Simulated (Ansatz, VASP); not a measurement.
**ZnGa25P18O84 (amorphous 59Ga2O3-41P2O5 (mol %)) in two plane-wave programs**

One calculation is typed for both programs; each brings its own data sets. How far apart do they land? Of the first pair: The structure shown is the start of the Ansatz relaxation below; VASP solves that cell, so the two are compared at the walk's first step.

Calculated with Ansatz 0.2.0; plane waves, with VASP 6.6.1 beside it; single point at PBE.

### Step 1. Starting point

The cell holds 128 atoms: 25 Ga, 1 Zn, 18 P and 84 O. Its edges and angles: a = 11.458 Å, b = 11.458 Å, c = 11.458 Å, α = 90.0°, β = 90.0°, γ = 90.0°. It derives from Ga13P9O42 (amorphous 59Ga2O3-41P2O5 (mol %)). As first built, before any earlier steps moved the atoms (in the runner's words): 128 atoms (26 Fe, 18 P, 84 O) placed at random at 3.33 g/cm^3, melted at 5000 K for 10 ps at fixed volume with the Morse and Coulomb pair potential with partial charges (Pedone, Malavasi, Menziani, Cormack and Segre, J. Phys. Chem. B 110, 11780 (2006)). Quenched from 5000 K to 300 K at 100 K/ps and fixed volume, held 10 ps at zero pressure, then minimised at fixed cell. Then Fe was replaced by Ga and the cell scaled by 1.005 (the potential has no terms for the new elements, so the cell is a start for a DFT relaxation). Nearest the centre at fractional (0.747, 0.654, 0.994): Zn26 at 0.00 Å, O124 at 1.84 Å, O67 at 1.87 Å, O104 at 1.93 Å, O80 at 1.97 Å, O106 at 2.50 Å, O48 at 2.84 Å, P39 at 2.92 Å.

### Step 2. Ansatz: relaxation, PBE

Ansatz runs on its default PAW (the set named soft_2) files.

The two programs are compared at the cell with which this relaxation starts, whose forces are those of its first step.

The input, input.yaml:

```yaml
crystal:
  lattice:
    - [11.45846, 0.0, 0.0]
    - [0.0, 11.45846, 0.0]
    - [0.0, 0.0, 11.45846]
  atoms:
    - { symbol: Ga, position: [0.93234, 0.63985, 0.54546] }
    - { symbol: Ga, position: [0.77943, 0.38553, 0.14169] }
    - { symbol: Ga, position: [0.51753, 0.77993, 0.77429] }
[... 1 atom line left out ...]
    - { symbol: Ga, position: [0.73564, 0.896, 0.80766] }
    - { symbol: Ga, position: [0.89666, 0.05192, 0.00739] }
[... 5 atom lines left out ...]
    - { symbol: Ga, position: [0.48771, 0.52329, 0.90225] }
    - { symbol: Ga, position: [0.51985, 0.77624, 0.03009] }
[... 3 atom lines left out ...]
    - { symbol: Ga, position: [0.08357, 0.54132, 0.01624] }
    - { symbol: Zn, position: [0.74649, 0.65386, 0.99384], spin: 0.6 }
[... 5 atom lines left out ...]
    - { symbol: Ga, position: [0.23791, 0.75015, 0.1932] }
[... 1 atom line left out ...]
    - { symbol: Ga, position: [0.86699, 0.04949, 0.32885] }
[... 7 atom lines left out ...]
    - { symbol: P, position: [0.67364, 0.56496, 0.66143] }
    - { symbol: P, position: [0.00759, 0.64143, 0.27613] }
[... 1 atom line left out ...]
    - { symbol: P, position: [0.80226, 0.78534, 0.23003] }
[... 1 atom line left out ...]
    - { symbol: P, position: [0.93712, 0.69811, 0.83033] }
[... 5 atom lines left out ...]
    - { symbol: O, position: [0.77245, 0.25735, 0.85734] }
    - { symbol: O, position: [0.59779, 0.486, 0.35116] }
    - { symbol: O, position: [0.00546, 0.54832, 0.17687] }
    - { symbol: O, position: [0.60588, 0.83947, 0.90777] }
[... 4 atom lines left out ...]
    - { symbol: O, position: [0.80958, 0.03067, 0.86729] }
    - { symbol: O, position: [0.93896, 0.75441, 0.23008] }
[... 3 atom lines left out ...]
    - { symbol: O, position: [0.74471, 0.6892, 0.30236] }
    - { symbol: O, position: [0.80364, 0.41502, 0.29412] }
[... 7 atom lines left out ...]
    - { symbol: O, position: [0.58657, 0.62367, 0.00717], spin: 0.6 }
[... 5 atom lines left out ...]
    - { symbol: O, position: [0.9179, 0.64363, 0.71191] }
[... 1 atom line left out ...]
    - { symbol: O, position: [0.65951, 0.27818, 0.1156] }
    - { symbol: O, position: [0.59027, 0.3922, 0.8784] }
[... 3 atom lines left out ...]
    - { symbol: O, position: [0.81406, 0.7526, 0.87067], spin: 0.6 }
    - { symbol: O, position: [0.40471, 0.46748, 0.03316] }
    - { symbol: O, position: [0.03573, 0.78731, 0.83489] }
[... 1 atom line left out ...]
    - { symbol: O, position: [0.02719, 0.39109, 0.96992] }
[... 1 atom line left out ...]
    - { symbol: O, position: [0.6352, 0.65306, 0.75569] }
[... 6 atom lines left out ...]
    - { symbol: O, position: [0.5458, 0.80838, 0.19121] }
    - { symbol: O, position: [0.78845, 0.909, 0.27326] }
[... 1 atom line left out ...]
    - { symbol: O, position: [0.41411, 0.68678, 0.88114] }
    - { symbol: O, position: [0.89876, 0.28611, 0.11283] }
[... 1 atom line left out ...]
    - { symbol: O, position: [0.75758, 0.47716, 0.71887] }
[... 2 atom lines left out ...]
    - { symbol: O, position: [0.60565, 0.89821, 0.70153] }
[... 1 atom line left out ...]
    - { symbol: O, position: [0.77858, 0.48994, 0.01292], spin: 0.6 }
[... 1 atom line left out ...]
    - { symbol: O, position: [0.95065, 0.60876, 0.93152] }
[... 3 atom lines left out ...]
    - { symbol: O, position: [0.9519, 0.91025, 0.03389] }
[... 5 atom lines left out ...]
    - { symbol: O, position: [0.36395, 0.64989, 0.15252] }
[... 1 atom line left out ...]
    - { symbol: O, position: [0.39691, 0.89333, 0.03064] }
[... 2 atom lines left out ...]
    - { symbol: O, position: [0.84589, 0.90869, 0.67742] }
[... 2 atom lines left out ...]
    - { symbol: O, position: [0.76392, 0.77122, 0.1025], spin: 0.6 }
    - { symbol: O, position: [0.16376, 0.70375, 0.03015] }
[... 2 atom lines left out ...]
    - { symbol: O, position: [0.77289, 0.16259, 0.62955] }
magnetization:
  spin_polarized: true
kpoints:
  mp_grid: { grid: [1, 1, 1] }
hamiltonian:
  xc: pbe
scf:
  occupations: { method: fermi_dirac, width: 0.025 }
  lower_state_search: "off"
output:
  forces: true
  eigenvalues: true
relax:
  f_tol: 0.05
  max_steps: 90
```

On the command line:

```console
$ ansatz run input.yaml --threads 4 --pin off --max-ram 8192MiB --backend cpu --events-out ev --progress --plain --runs-dir out
```

Numbers of over 12 decimals in the logs are rounded to 6 here.

The log of the run:

```text
Engine: ansatz 0.2.0, aarch64-unknown-linux-gnu
Pseudopotentials: kind: paw
Pseudopotential: Ga, paw, valence charge 13, recommended cutoff 420 eV (normal), Ga.paw.azcp
Pseudopotential: Zn, paw, valence charge 12, recommended cutoff 420 eV (normal), Zn.paw.azcp
Pseudopotential: P, paw, valence charge 5, recommended cutoff 420 eV (normal), P.paw.azcp
Pseudopotential: O, paw, valence charge 6, recommended cutoff 420 eV (normal), O.paw.azcp
Functional definition: PBE
  parameter kappa = 0.804
  parameter beta = 0.066725
  exchange = pbe_x(kappa = kappa, mu = beta*pi^2/3)
  correlation = pbe_c(beta = beta)
Crystal: 128 atoms, lattice volume = 1504.453 Å³
Basis set: ecut = 420 eV, 29423 PW (Γ), exchange–correlation on 160×160×160 points (8 copies of the dense FFT grid, shifted against one another)
Bands: 595, of which v1, the nominal top of the filled ones, is band 466 counted from 1 (465 counted from 0)
Symmetry: 1 space group operations
Space group: P1 (ITA 1), of the structure as read, at distance tolerance 1.1e-4 Å
Magnetic group: BNS 1.1 (UNI 1), of the structure as read, at distance tolerance 1.1e-4 Å
k-points: 1
Non-local potential: Ga, projectors of the file, l = 0: 2, l = 1: 2, l = 2: 3, l = 3: 1
Non-local potential: Zn, projectors of the file, l = 0: 2, l = 1: 2, l = 2: 3, l = 3: 1
Non-local potential: P, projectors of the file, l = 0: 2, l = 1: 2, l = 2: 2
Non-local potential: O, projectors of the file, l = 0: 2, l = 1: 2, l = 2: 1
PAW form: soft (Blöchl's): semilocal exchange-correlation on the pseudo side does not see the compensation charge
PAW one-centre angular grid: Ga, 590 points (default); XC on 64 Gauss nodes
PAW one-centre angular grid: Zn, 590 points (default); XC on 64 Gauss nodes
PAW one-centre angular grid: P, 110 points (default); XC on 64 Gauss nodes
PAW one-centre angular grid: O, 110 points (default); XC on 64 Gauss nodes
Initial density: superposition of atomic densities (chi_scale 0.1, normalization cell, long waves 23 % of neutral atoms (reshape's long-wave potential 1.23 eV rms, cloud 1.88 Å wide))
Starting moments: Σ|m| = 3 μB on 5 of 128 sites
Initial wavefunctions: pseudopotential atomic-orbital guess
Functional: x = pbe(κ = 0.804, μ = 0.219515), c = pbe(β = 0.066725)
SCF iter   1: F=—  HF=-159257.119333 eV  |F-HF|=—  |Δ(HF+E_count)|=         —  Δρ=6.39e-2 (↑5.96e-2 ↓6.39e-2)  dr2=1.88e2  dr2_m=1.70e0  M=0.002 μB ∫|m|=0.536 μB  β_m=0.30  ethr=3.10e-3  ⟨swp⟩=7.0  Hψ=5485  notcnv=0
preconditioner: auto → Resta (q_TF=auto, 2.519 Å⁻¹)  ε∞=3.5  [insulator: Δε(μ)=1.066 eV  Ē_g=18.648 eV  σ=0.025 eV  W_gap=0.51  n_scr=436 (ndim 8)  ℏωp=29.2 eV  f_vac=0.062  D(μ)=20.71/eV (n_scr^D=92)  ε∞_Penn≈3.5]
spin=Collinear: Resta preconditioning applied to the charge; magnetization (m = ρ↑ − ρ↓) channel mixes plain (no charge-response kernel on spin).
SCF iter   2: F=—  HF=-159216.112985 eV  |F-HF|=—  |Δ(HF+E_count)|=    4.10e1  Δρ=3.75e-2 (↑3.56e-2 ↓3.75e-2)  dr2=6.61e1  dr2_m=8.47e-1  M=0.722 μB ∫|m|=1.076 μB  β_m=0.30  ethr=3.10e-3  ⟨swp⟩=3.0  Hψ=2268  notcnv=0  defer=248
SCF iter   3: F=—  HF=-159199.373377 eV  |F-HF|=—  |Δ(HF+E_count)|=    1.67e1  Δρ=1.91e-2 (↑1.86e-2 ↓1.91e-2)  dr2=1.59e1  dr2_m=4.90e-1  M=0.025 μB ∫|m|=0.414 μB  β_m=0.30  ethr=3.10e-3  ⟨swp⟩=3.0  Hψ=2150  notcnv=0  defer=250
SCF iter   4: F=—  HF=-159196.822225 eV  |F-HF|=—  |Δ(HF+E_count)|=    2.55e0  Δρ=1.56e-2 (↑1.17e-2 ↓1.56e-2)  dr2=7.35e0  dr2_m=4.70e-1  M=0.934 μB ∫|m|=1.142 μB  β_m=0.30  ethr=1.71e-3  ⟨swp⟩=2.0  Hψ=2151  notcnv=0  defer=250
SCF iter   5: F=—  HF=-159196.096538 eV  |F-HF|=—  |Δ(HF+E_count)|=   7.26e-1  Δρ=1.07e-2 (↑7.88e-3 ↓1.07e-2)  dr2=4.52e0  dr2_m=2.14e-1  M=0.223 μB ∫|m|=0.472 μB  β_m=0.30  ethr=7.89e-4  ⟨swp⟩=2.0  Hψ=2148  notcnv=0  defer=250
SCF iter   6: F=—  HF=-159195.832534 eV  |F-HF|=—  |Δ(HF+E_count)|=   2.64e-1  Δρ=7.95e-3 (↑5.42e-3 ↓7.95e-3)  dr2=3.54e0  dr2_m=1.18e-1  M=0.167 μB ∫|m|=0.377 μB  β_m=0.30  ethr=4.86e-4  ⟨swp⟩=4.0  Hψ=1751  notcnv=0  defer=250
SCF iter   7: F=—  HF=-159195.790106 eV  |F-HF|=—  |Δ(HF+E_count)|=   4.24e-2  Δρ=6.95e-3 (↑3.99e-3 ↓6.95e-3)  dr2=1.91e0  dr2_m=7.46e-2  M=0.878 μB ∫|m|=0.960 μB  β_m=0.30  ethr=3.80e-4  ⟨swp⟩=2.5  Hψ=1560  notcnv=0  defer=250
Mixer restart at iter 7: flushing history
spin-set hold released at iteration 7 (site moments contracting): the magnetisation degrees of freedom join the quasi-Newton model from the next iteration; the mixer history was flushed
SCF iter   8: F=—  HF=-159195.869273 eV  |F-HF|=—  |Δ(HF+E_count)|=   7.92e-2  Δρ=8.44e-3 (↑3.52e-3 ↓8.44e-3)  dr2=3.45e0  dr2_m=1.22e-1  M=0.347 μB ∫|m|=0.529 μB  β_m=0.24  ethr=2.05e-4  ⟨swp⟩=3.0  Hψ=1963  notcnv=0  defer=250
SCF iter   9: F=—  HF=-159195.825188 eV  |F-HF|=—  |Δ(HF+E_count)|=   4.41e-2  Δρ=8.78e-3 (↑2.61e-3 ↓8.78e-3)  dr2=2.26e0  dr2_m=2.36e-1  M=0.899 μB ∫|m|=1.007 μB  β_m=0.19  ethr=2.05e-4  ⟨swp⟩=2.5  Hψ=1942  notcnv=0  defer=250
[...]
- { symbol: Ga, position: [0.127586, 0.390877, 0.272129] }
    - { symbol: Ga, position: [0.305210, 0.184040, 0.241673] }
    - { symbol: Ga, position: [0.235375, 0.745100, 0.195233] }
    - { symbol: Ga, position: [0.086861, 0.844422, 0.990452] }
    - { symbol: Ga, position: [0.864751, 0.042582, 0.320499] }
    - { symbol: P, position: [0.643178, 0.186584, 0.611824] }
    - { symbol: P, position: [0.187039, 0.533076, 0.511918] }
    - { symbol: P, position: [0.127087, 0.994047, 0.243410] }
    - { symbol: P, position: [0.125457, 0.181524, 0.692520] }
    - { symbol: P, position: [0.349988, 0.512284, 0.145655] }
    - { symbol: P, position: [0.661832, 0.138768, 0.114503] }
    - { symbol: P, position: [0.493729, 0.407656, 0.357278] }
    - { symbol: P, position: [0.676005, 0.568253, 0.661995] }
    - { symbol: P, position: [0.00129276, 0.640061, 0.273159] }
    - { symbol: P, position: [0.866349, 0.320259, 0.371222] }
    - { symbol: P, position: [0.793455, 0.783198, 0.221843] }
    - { symbol: P, position: [0.300451, 0.740429, 0.603942] }
    - { symbol: P, position: [0.939377, 0.702047, 0.827607] }
    - { symbol: P, position: [0.340645, 0.949760, 0.931807] }
    - { symbol: P, position: [0.014574, 0.280776, 0.053468] }
    - { symbol: P, position: [0.483832, 0.815064, 0.315446] }
    - { symbol: P, position: [0.838069, 0.895975, 0.539931] }
    - { symbol: P, position: [0.340424, 0.202305, 0.978963] }
    - { symbol: O, position: [0.771086, 0.257599, 0.857749] }
    - { symbol: O, position: [0.600653, 0.485742, 0.358072] }
    - { symbol: O, position: [0.0094145, 0.539738, 0.180403] }
    - { symbol: O, position: [0.607969, 0.843608, 0.904670] }
    - { symbol: O, position: [0.223120, 0.101573, 0.742283] }
    - { symbol: O, position: [0.786535, 0.084352, 0.124879] }
    - { symbol: O, position: [-0.000106683, 0.034808, 0.234458] }
    - { symbol: O, position: [0.148857, 0.882642, 0.164520] }
    - { symbol: O, position: [0.810318, 0.031162, 0.867061] }
    - { symbol: O, position: [0.928926, 0.743351, 0.212603] }
    - { symbol: O, position: [0.432191, 0.205101, 0.881285] }
    - { symbol: O, position: [0.292888, 0.625018, 0.522451] }
    - { symbol: O, position: [0.410706, 0.997133, 0.570800] }
    - { symbol: O, position: [0.738129, 0.684477, 0.293163] }
    - { symbol: O, position: [0.802739, 0.411458, 0.292749] }
    - { symbol: O, position: [0.227337, 0.716110, 0.711438] }
    - { symbol: O, position: [0.390835, 0.445868, 0.771603] }
    - { symbol: O, position: [0.347756, 0.832490, 0.306267] }
    - { symbol: O, position: [0.525058, 0.924955, 0.385955] }
    - { symbol: O, position: [0.139886, 0.187226, 0.556991] }
    - { symbol: O, position: [0.386978, 0.219964, 0.104138] }
    - { symbol: O, position: [0.080378, 0.584989, 0.569743] }
    - { symbol: O, position: [0.582950, 0.624145, 0.00679186] }
    - { symbol: O, position: [0.374410, 0.095493, 0.359868] }
[...]
- { symbol: O, position: [0.845456, 0.915455, 0.672378] }
    - { symbol: O, position: [0.244551, 0.836927, 0.531857] }
    - { symbol: O, position: [0.561237, 0.525387, 0.608443] }
    - { symbol: O, position: [0.747577, 0.783030, 0.097425] }
    - { symbol: O, position: [0.162607, 0.698989, 0.034795] }
    - { symbol: O, position: [0.608224, 0.106529, 0.995106] }
    - { symbol: O, position: [0.746048, 0.613646, 0.547768] }
    - { symbol: O, position: [0.772888, 0.166262, 0.629328] }
```

The column dr2 measures how far the density is from self-consistency, as an energy; F and HF (Harris–Foulkes) agree once it is small.

### Step 3. VASP: single point, PBE, start cell, pair 1

The same cell, functional, mesh and smearing now go to VASP, with its own data sets.

Lines of VASP's logs that name or quote its potential files are left out, and so is its time.

The input, INCAR:

```
SYSTEM = ZnGa25P18O84
PREC = Accurate
ENCUT = 520
EDIFF = 1E-06
NELM = 200
ISMEAR = -1
SIGMA = 0.025
LREAL = Auto
ALGO = Normal
GGA = PE
NBANDS = 560
ISPIN = 2
MAGMOM = 0 0 -0 0 -0 0 0 0 0 0 0 -0 -0 0 0 -0 0 0 -0 0 0 -0 0 0 0 0 0 -0 0 -0 -0 -0 0 -0 -0 -0.01 -0 -0 0 0 -0 -0 -0 -0 0 0 0 0.05 0 0 0 0 0 0 0 0 0 0 0.02 0 0 0 0 0 0 0 0.04 -0 0 0 0 0.03 0 -0 0 -0 0 0 0 0 0 0 0 0 0 -0 0 0 0 0 0.01 -0 -0 0 0.01 0 0 0 0 0 0.03 0.01 0 0 0 0 0 0 0 0.03 0 -0 0.34 -0 0 0 0 0 -0 0.16 0 0 0 0 -0 0 0 0
LORBIT = 11
LWAVE = .FALSE.
LCHARG = .FALSE.
ISIF = 2
LASPH = .TRUE.
GGA_COMPAT = .FALSE.
NCORE = 4
```

The input, POSCAR:

```
ZnGa25P18O84
1.0
   11.4584600000      0.0000000000      0.0000000000
    0.0000000000     11.4584600000      0.0000000000
    0.0000000000      0.0000000000     11.4584600000
Ga Zn P O
25 1 18 84
Direct
    0.9323416934      0.6398503813      0.5454572429
    0.7794328383      0.3855317381      0.1416857065
    0.5175302789      0.7799302873      0.7742925315
[... 1 atom line left out ...]
    0.7356398678      0.8960017315      0.8076565263
    0.8966562697      0.0519179715      0.0073919183
[... 5 atom lines left out ...]
    0.4877095177      0.5232902153      0.9022503897
    0.5198517078      0.7762386918      0.0300913037
[... 3 atom lines left out ...]
    0.0835714398      0.5413205614      0.0162412750
    0.7518375070      0.4159372202      0.8686071252
[... 5 atom lines left out ...]
    0.0831263538      0.8469986368      0.9885097997
[... 1 atom line left out ...]
    0.7464877479      0.6538574992      0.9938421044
[... 7 atom lines left out ...]
    0.6736420077      0.5649624819      0.6614326882
    0.0075926433      0.6414300002      0.2761278566
[... 1 atom line left out ...]
    0.8022631313      0.7853411366      0.2300309117
[... 1 atom line left out ...]
    0.9371241860      0.6981130100      0.8303297302
[... 5 atom lines left out ...]
    0.7724510973      0.2573469733      0.8573403407
    0.5977941189      0.4859989911      0.3511641180
    0.0054632123      0.5483197568      0.1768736811
    0.6058842113      0.8394670837      0.9077659651
[... 4 atom lines left out ...]
    0.8095765050      0.0306672974      0.8672893216
    0.9389568930      0.7544120240      0.2300832747
[... 3 atom lines left out ...]
    0.7447074040      0.6892025630      0.3023617484
    0.8036420252      0.4150208667      0.2941232941
[... 7 atom lines left out ...]
    0.5865709703      0.6236701965      0.0071737389
[... 5 atom lines left out ...]
    0.9178982167      0.6436292486      0.7119106756
[... 1 atom line left out ...]
    0.6595127094      0.2781787430      0.1156001766
    0.5902712930      0.3921993008      0.8783990170
[... 3 atom lines left out ...]
    0.8140622736      0.7525967713      0.8706667388
    0.4047140715      0.4674799231      0.0331632698
    0.0357290596      0.7873134784      0.8348940434
[... 1 atom line left out ...]
    0.0271938812      0.3910909494      0.9699209143
[... 1 atom line left out ...]
    0.6351987963      0.6530633261      0.7556861917
[... 6 atom lines left out ...]
    0.5457976028      0.8083808819      0.1912124317
    0.7884480113      0.9089964969      0.2732566156
[... 1 atom line left out ...]
    0.4141132403      0.6867764080      0.8811393503
    0.8987595192      0.2861117463      0.1128336618
[... 1 atom line left out ...]
    0.7575799889      0.4771583616      0.7188662351
[... 2 atom lines left out ...]
    0.6056485776      0.8982097071      0.7015340630
[... 1 atom line left out ...]
    0.7785775750      0.4899436748      0.0129162209
[... 1 atom line left out ...]
    0.9506513092      0.6087641795      0.9315213388
[... 3 atom lines left out ...]
    0.9518992954      0.9102532103      0.0338876254
[... 5 atom lines left out ...]
    0.3639494312      0.6498866340      0.1525161322
[... 1 atom line left out ...]
    0.3969119760      0.8933312155      0.0306411158
[... 2 atom lines left out ...]
    0.8458902854      0.9086910457      0.6774208751
[... 2 atom lines left out ...]
    0.7639159189      0.7712205654      0.1025006851
    0.1637567352      0.7037507658      0.0301523940
[... 2 atom lines left out ...]
    0.7728874561      0.1625872936      0.6295523133
```

The input, KPOINTS:

```
Automatic mesh
0
Gamma
1 1 1
0 0 0
```

The projector-augmented-wave data sets are Ga_d, Zn, P and O (PBE family, release 64).

On the command line:

```console
$ mpirun -np 16 vasp_gam
```

The log of the run:

```text
[banner, memory and clock lines left out]
running   16 mpi-ranks, on    1 nodes
[...]
LDA part: xc-table for (Slater+PW92), standard interpolation
 POSCAR, INCAR and KPOINTS ok, starting setup
[...]
entering main loop
       N       E                     dE             d eps       ncg     rms          rms(c)
DAV:   1     0.266005694479E+05    0.26601E+05   -0.34490E+05  2240   0.283E+03
DAV:   2     0.611280569493E+04   -0.20488E+05   -0.19396E+05  2240   0.880E+02
DAV:   3    -0.141485992793E+03   -0.62543E+04   -0.58759E+04  3080   0.369E+02
DAV:   4    -0.917335538072E+03   -0.77585E+03   -0.76237E+03  3152   0.140E+02
[...]
DAV:  36    -0.830803336430E+03   -0.15983E-05   -0.84673E-06  2088   0.814E-03    0.203E-02
DAV:  37    -0.830803336183E+03    0.24730E-06   -0.16332E-05  2464   0.762E-03    0.857E-03
DAV:  38    -0.830803336817E+03   -0.63360E-06   -0.26318E-06  1640   0.438E-03
   1 F= -.83080334E+03 E0= -.83077304E+03  d E =-.605872E-01  mag=     0.4251
```

From OUTCAR (step 3):

```text
 magnetization (x)
# of ion       s       p       d       tot
------------------------------------------
    1       -0.000  -0.000   0.000  -0.000
    2       -0.000   0.000   0.001   0.000
    3       -0.000  -0.000   0.000   0.000
    4       -0.000  -0.000   0.000  -0.000
    5       -0.000  -0.000   0.000  -0.000
    6        0.000   0.000  -0.000   0.000
[...]
126        0.000   0.000   0.000   0.001
  127       -0.000   0.000   0.000   0.000
  128       -0.000  -0.000   0.000  -0.000
--------------------------------------------------
tot          0.001   0.337   0.018   0.356
```

The run ends at a pressure of 3.09 GPa, with forces up to 2.1 eV/Å.

### Step 4. Differences

Known differences besides the potentials themselves: VASP starts from the moments at which Ansatz ended; the cutoff is 420 eV in Ansatz and 520 eV in VASP (PREC = Accurate, projectors in real space). Total energies have different zeros and are not compared.

Forces on 10 of the 128 atoms, those with the largest forces and the largest differences (eV/Å; atoms numbered as in POSCAR):

```tsv
atom	Ansatz x, y, z	VASP x, y, z
P36	-0.277, -0.483, -1.775	-0.264, -0.511, -1.813
P37	-0.543, -0.255, -1.599	-0.553, -0.239, -1.533
P39	-1.240, 0.202, 0.786	-1.251, 0.190, 0.719
O58	-0.093, -0.184, 0.387	-0.028, -0.071, 0.309
O67	-1.699, -0.108, -0.166	-1.748, -0.205, -0.096
O73	0.104, -0.172, -0.480	0.118, -0.113, -0.354
O80	0.755, 0.799, -1.032	0.858, 0.771, -1.085
O94	0.108, 0.535, 0.424	0.124, 0.403, 0.379
O104	0.037, -1.596, 0.276	0.074, -1.607, 0.288
O124	0.290, 1.156, 1.635	0.331, 1.214, 1.733
```

The forces differ by 48 meV/Å r.m.s., which is 16.1 % of the r.m.s. force of 0.298 eV/Å (both taken over all components). Moments aren't recorded for both runs of this pair, so they may hold unlike magnetic states.

(Continued in part 2 of 2.)

[Lines on the potential files, build, host, timing and source positions are cut from VASP's logs without a mark.]

[Logs are printed without paths, hosts, clocks, repeated set-up lines and the standing remarks that a program may print on its own settings, such as how far it seeks lower states.]

[Hosts, paths, dates, database ids (printed as entryN), source tags and the programs' standing remarks are cut or masked in the printed files.]
